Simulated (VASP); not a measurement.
OSZICAR of a VASP run on SnSe2 (1T layered):

OSZICAR:
```
...
DAV:   9    -0.127042231667E+02   -0.11666E-06   -0.10221E-06  1026   0.710E-03    0.167E-03
DAV:  10    -0.127042232910E+02   -0.12432E-06   -0.24402E-07   725   0.566E-03    0.490E-04
DAV:  11    -0.127042232333E+02    0.57759E-07   -0.30934E-08   495   0.182E-03
   2 F= -.10520093E+02 E0= -.10520093E+02  d E =-.172878E-01
       N       E                     dE             d eps       ncg     rms          rms(c)
DAV:   1    -0.134305455641E+02   -0.72632E+00   -0.13327E+01  1045   0.656E+01    0.400E+00
DAV:   2    -0.130243956645E+02    0.40615E+00   -0.72984E-01  1021   0.153E+01    0.189E+00
DAV:   3    -0.129003776207E+02    0.12402E+00   -0.38292E-01  1031   0.100E+01    0.352E-01
DAV:   4    -0.128988674635E+02    0.15102E-02   -0.17246E-02   892   0.152E+00    0.202E-01
DAV:   5    -0.128973996243E+02    0.14678E-02   -0.13285E-03  1239   0.363E-01    0.628E-02
DAV:   6    -0.128972905426E+02    0.10908E-03   -0.16822E-04   956   0.170E-01    0.188E-02
DAV:   7    -0.128972887365E+02    0.18061E-05   -0.93828E-06  1259   0.288E-02    0.754E-03
DAV:   8    -0.128972899036E+02   -0.11671E-05   -0.18634E-06   881   0.161E-02    0.120E-03
DAV:   9    -0.128972901193E+02   -0.21572E-06   -0.18439E-07   867   0.514E-03    0.868E-04
DAV:  10    -0.128972901266E+02   -0.72628E-08   -0.41091E-08   540   0.150E-03
   3 F= -.10586426E+02 E0= -.10586426E+02  d E =-.836201E-01
       N       E                     dE             d eps       ncg     rms          rms(c)
DAV:   1    -0.129294917917E+02   -0.32202E-01   -0.25121E+00   906   0.170E+01    0.105E+00
DAV:   2    -0.129057808874E+02    0.23711E-01   -0.11510E-01  1045   0.447E+00    0.492E-01
DAV:   3    -0.128976435597E+02    0.81373E-02   -0.22179E-02  1045   0.239E+00    0.118E-01
DAV:   4    -0.128974714100E+02    0.17215E-03   -0.15376E-03  1090   0.352E-01    0.693E-02
DAV:   5    -0.128974177751E+02    0.53635E-04   -0.52825E-05   997   0.669E-02    0.294E-02
DAV:   6    -0.128974106645E+02    0.71106E-05   -0.17382E-05  1241   0.432E-02    0.692E-03
DAV:   7    -0.128974103305E+02    0.33397E-06   -0.99107E-07  1109   0.111E-02    0.123E-03
DAV:   8    -0.128974102625E+02    0.68065E-07   -0.49116E-08   556   0.203E-03
   4 F= -.10619922E+02 E0= -.10619922E+02  d E =-.334965E-01
       N       E                     dE             d eps       ncg     rms          rms(c)
DAV:   1    -0.131413838388E+02   -0.24397E+00   -0.22634E+01   898   0.498E+01    0.328E+00
DAV:   2    -0.129181558847E+02    0.22323E+00   -0.10966E+00  1072   0.139E+01    0.146E+00
DAV:   3    -0.128460559777E+02    0.72100E-01   -0.20251E-01  1022   0.732E+00    0.371E-01
DAV:   4    -0.128445990804E+02    0.14569E-02   -0.14995E-02  1004   0.107E+00    0.234E-01
DAV:   5    -0.128442132935E+02    0.38579E-03   -0.49213E-04  1046   0.181E-01    0.127E-01
DAV:   6    -0.128440673903E+02    0.14590E-03   -0.22984E-04  1201   0.156E-01    0.217E-02
DAV:   7    -0.128440662930E+02    0.10974E-05   -0.11300E-05  1235   0.356E-02    0.691E-03
DAV:   8    -0.128440654632E+02    0.82973E-06   -0.67336E-07   952   0.710E-03    0.157E-03
DAV:   9    -0.128440654187E+02    0.44497E-07   -0.80316E-08   559   0.280E-03
   5 F= -.10664818E+02 E0= -.10664818E+02  d E =-.783919E-01
       N       E                     dE             d eps       ncg     rms          rms(c)
DAV:   1    -0.129187909697E+02   -0.74726E-01   -0.45340E+00   823   0.151E+01    0.149E+00
DAV:   2    -0.128826220498E+02    0.36169E-01   -0.29048E-01   943   0.497E+00    0.843E-01
DAV:   3    -0.128642145913E+02    0.18407E-01   -0.32244E-02  1052   0.171E+00    0.352E-01
DAV:   4    -0.128618934256E+02    0.23212E-02   -0.57385E-03  1077   0.944E-01    0.105E-01
DAV:   5    -0.128618244986E+02    0.68927E-04   -0.73033E-04  1200   0.280E-01    0.475E-02
DAV:   6    -0.128618191005E+02    0.53982E-05   -0.95893E-05   887   0.750E-02    0.122E-02
DAV:   7    -0.128618191985E+02   -0.98047E-07   -0.78573E-06   981   0.305E-02    0.417E-03
DAV:   8    -0.128618190640E+02    0.13455E-06   -0.13371E-06  1032   0.113E-02    0.223E-03
DAV:   9    -0.128618190579E+02    0.60336E-08   -0.16936E-07   705   0.324E-03
   6 F= -.10693714E+02 E0= -.10693714E+02  d E =-.288961E-01
       N       E                     dE             d eps       ncg     rms          rms(c)
DAV:   1    -0.129885209223E+02   -0.12670E+00   -0.10144E+01   824   0.227E+01    0.227E+00
DAV:   2    -0.129107610654E+02    0.77760E-01   -0.65149E-01   927   0.759E+00    0.127E+00
DAV:   3    -0.128690442303E+02    0.41717E-01   -0.72222E-02  1107   0.242E+00    0.515E-01
DAV:   4    -0.128641128333E+02    0.49314E-02   -0.11670E-02   991   0.119E+00    0.165E-01
DAV:   5    -0.128639452328E+02    0.16760E-03   -0.13265E-03  1242   0.392E-01    0.799E-02
DAV:   6    -0.128639289282E+02    0.16305E-04   -0.17310E-04   922   0.988E-02    0.198E-02
DAV:   7    -0.128639296179E+02   -0.68975E-06   -0.19072E-05   945   0.404E-02    0.621E-03
DAV:   8    -0.128639294390E+02    0.17894E-06   -0.26533E-06  1045   0.174E-02    0.315E-03
DAV:   9    -0.128639294275E+02    0.11515E-07   -0.31414E-07   858   0.469E-03
   7 F= -.10714551E+02 E0= -.10713957E+02  d E =-.497337E-01
       N       E                     dE             d eps       ncg     rms          rms(c)
DAV:   1    -0.132920594655E+02   -0.42813E+00   -0.41278E+01   824   0.458E+01    0.489E+00
DAV:   2    -0.129971439111E+02    0.29492E+00   -0.26400E+00   903   0.157E+01    0.264E+00
DAV:   3    -0.128228559887E+02    0.17429E+00   -0.30399E-01  1209   0.477E+00    0.102E+00
DAV:   4    -0.128040601333E+02    0.18796E-01   -0.46343E-02   979   0.194E+00    0.382E-01
DAV:   5    -0.128030144325E+02    0.10457E-02   -0.36457E-03  1256   0.653E-01    0.195E-01
DAV:   6    -0.128028778446E+02    0.13659E-03   -0.74702E-04  1097   0.247E-01    0.438E-02
DAV:   7    -0.128028827660E+02   -0.49213E-05   -0.83815E-05   959   0.770E-02    0.136E-02
DAV:   8    -0.128028814676E+02    0.12984E-05   -0.98790E-06  1044   0.347E-02    0.691E-03
DAV:   9    -0.128028813770E+02    0.90589E-07   -0.13581E-06   953   0.111E-02    0.910E-04
DAV:  10    -0.128028813601E+02    0.16912E-07   -0.13070E-07   534   0.354E-03
   8 F= -.10698891E+02 E0= -.10697821E+02  d E =-.340730E-01
       N       E                     dE             d eps       ncg     rms          rms(c)
DAV:   1    -0.131043461501E+02   -0.30146E+00   -0.21161E+01   832   0.368E+01    0.337E+00
DAV:   2    -0.129598806969E+02    0.14447E+00   -0.12922E+00   972   0.112E+01    0.194E+00
DAV:   3    -0.128698257438E+02    0.90055E-01   -0.12105E-01  1130   0.358E+00    0.802E-01
DAV:   4    -0.128571032264E+02    0.12723E-01   -0.22015E-02  1202   0.156E+00    0.161E-01
DAV:   5    -0.128568519235E+02    0.25130E-03   -0.18968E-03  1155   0.473E-01    0.639E-02
DAV:   6    -0.128568314551E+02    0.20468E-04   -0.23467E-04   947   0.120E-01    0.182E-02
DAV:   7    -0.128568333531E+02   -0.18980E-05   -0.15884E-05   954   0.360E-02    0.801E-03
DAV:   8    -0.128568337588E+02   -0.40574E-06   -0.83780E-07  1020   0.840E-03    0.300E-03
DAV:   9    -0.128568338642E+02   -0.10532E-06   -0.17846E-07   555   0.610E-03    0.723E-04
DAV:  10    -0.128568338802E+02   -0.16013E-07   -0.44936E-08   440   0.185E-03
   9 F= -.10719738E+02 E0= -.10719203E+02  d E =-.549206E-01
       N       E                     dE             d eps       ncg     rms          rms(c)
DAV:   1    -0.128559714057E+02    0.86246E-03   -0.75257E-02   833   0.205E+00    0.196E-01
DAV:   2    -0.128554210290E+02    0.55038E-03   -0.46928E-03   963   0.846E-01    0.112E-01
DAV:   3    -0.128551014431E+02    0.31959E-03   -0.52999E-04  1108   0.319E-01    0.435E-02
DAV:   4    -0.128550705429E+02    0.30900E-04   -0.12260E-04  1135   0.126E-01    0.117E-02
DAV:   5    -0.128550702560E+02    0.28688E-06   -0.13245E-05  1284   0.313E-02    0.519E-03
DAV:   6    -0.128550701940E+02    0.61995E-07   -0.11237E-06   907   0.839E-03    0.110E-03
DAV:   7    -0.128550702023E+02   -0.82673E-08   -0.99134E-08   545   0.281E-03
  10 F= -.10719816E+02 E0= -.10719281E+02  d E =-.549985E-01
       N       E                     dE             d eps       ncg     rms          rms(c)
DAV:   1    -0.128486118903E+02    0.64583E-02   -0.25442E-01  1052   0.807E+00    0.581E-01
DAV:   2    -0.128404824806E+02    0.81294E-02   -0.16538E-02  1039   0.228E+00    0.267E-01
DAV:   3    -0.128381252238E+02    0.23573E-02   -0.68412E-03  1040   0.134E+00    0.511E-02
DAV:   4    -0.128380960415E+02    0.29182E-04   -0.35113E-04   843   0.191E-01    0.295E-02
DAV:   5    -0.128380742482E+02    0.21793E-04   -0.29955E-05  1166   0.599E-02    0.738E-03
DAV:   6    -0.128380741334E+02    0.11478E-06   -0.26580E-06   987   0.154E-02    0.310E-03
DAV:   7    -0.128380741693E+02   -0.35892E-07   -0.21101E-07   828   0.363E-03
  11 F= -.10719425E+02 E0= -.10718889E+02  d E =0.391564E-03
       N       E                     dE             d eps       ncg     rms          rms(c)
DAV:   1    -0.128534929787E+02   -0.15419E-01   -0.10422E-01  1053   0.525E+00    0.368E-01
DAV:   2    -0.128502196045E+02    0.32734E-02   -0.66514E-03  1039   0.144E+00    0.170E-01
DAV:   3    -0.128492514957E+02    0.96811E-03   -0.28201E-03  1041   0.857E-01    0.320E-02
DAV:   4    -0.128492344233E+02    0.17072E-04   -0.14434E-04   846   0.125E-01    0.184E-02
DAV:   5    -0.128492207701E+02    0.13653E-04   -0.12009E-05  1187   0.383E-02    0.474E-03
DAV:   6    -0.128492198806E+02    0.88949E-06   -0.10467E-06   957   0.996E-03    0.196E-03
DAV:   7    -0.128492198137E+02    0.66889E-07   -0.74322E-08   496   0.237E-03
  12 F= -.10720005E+02 E0= -.10719470E+02  d E =-.189065E-03
```

Question: Which electronic solver shows in the log?

Answer: It is blocked Davidson (ALGO = Normal, or the opening steps of other solvers). The INCAR had ALGO = Normal.

Question: Can the final energy be trusted as converged?

Answer: The run converged. It stopped with EDIFF = 1E-7, NELM = 100, NSW = 40 and EDIFFG = -0.01 after 12 ionic steps (PBEsol GGA, plane waves, VASP's PBE PAW potentials (set 64)). Energy and stress use the plane-wave basis of the starting cell. Without a dispersion term in the relaxation, distances and binding between the weakly bound layers, chains or molecules are unreliable, and so is what depends on them.

The compound is SnSe2 in the 1T layered structure. This run relaxes it under an external pressure of 5 GPa. Symmetry was kept, so distortions that lower it aren't found. The k-mesh is coarse (spacing up to 0.32 per Å, 2π included), so the numbers may not be converged in it.
